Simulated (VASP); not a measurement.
VASP ran on this input.

INCAR:
```
SYSTEM = Be2C
LREAL = .FALSE.   # projection in real space or not
LCHARG = .FALSE.
LASPH = .TRUE.   # aspherical one-centre terms
NELM = 100   # most electronic steps
PREC = Accurate
GGA = PS
ALGO = Normal   # blocked Davidson
LWAVE = .FALSE.
EDIFF = 1E-7
ISIF = 2
SIGMA = 0.05   # width (eV)
ISMEAR = 0   # Gaussian
ENCUT = 600
```

File POSCAR:
```
Be2C
1
    0.0000000000     2.1585273664     2.1585273664
    2.1585273664     0.0000000000     2.1585273664
    2.1585273664     2.1585273664    -0.0000000000
Be C
2 1
Direct
  0.2500000000   0.2500000000   0.2500000000
  0.7500000000   0.7500000000   0.7500000000
  0.0000000000   1.0000000000   1.0000000000
```

File KPOINTS:
```
K-points
0
G
 8 8 8
```

POTCAR, in this order: Be C (PBE.64 set). Program: vasp_std.

Problem. Translate this PBEsol calculation to Quantum ESPRESSO's pw.x.

Solution. One equivalent input (not run):
```
&CONTROL
  calculation = 'scf'
  pseudo_dir = './pseudo'
  outdir = './out'
  tprnfor = .true.
  tstress = .true.
/
&SYSTEM
  ibrav = 0
  nat = 3
  ntyp = 2
  ecutwfc = 88
  occupations = 'smearing'
  smearing = 'gaussian'
  degauss = 0.003675
  input_dft = 'pbesol'
/
&ELECTRONS
  conv_thr = 7.3e-09
  electron_maxstep = 100
/
ATOMIC_SPECIES
  Be 9.012 Be.upf
  C 12.011 C.upf
CELL_PARAMETERS angstrom
     0.0000000    2.1585274    2.1585274
     2.1585274    0.0000000    2.1585274
     2.1585274    2.1585274   -0.0000000
ATOMIC_POSITIONS crystal
  Be   0.2500000  0.2500000  0.2500000
  Be   0.7500000  0.7500000  0.7500000
  C    0.0000000  1.0000000  1.0000000
K_POINTS automatic
  8 8 8 0 0 0
```
The two are equivalent in intent, not identical: the potentials are each code's own (VASP's PAW set, PseudoDojo norm-conserving files in pw.x), so ENCUT and ecutwfc are chosen apart and not converted; conv_thr bounds pw.x's estimated SCF error, while EDIFF bounds the energy change between steps.

The compound is Be2C in the antifluorite structure. It was relaxed first.
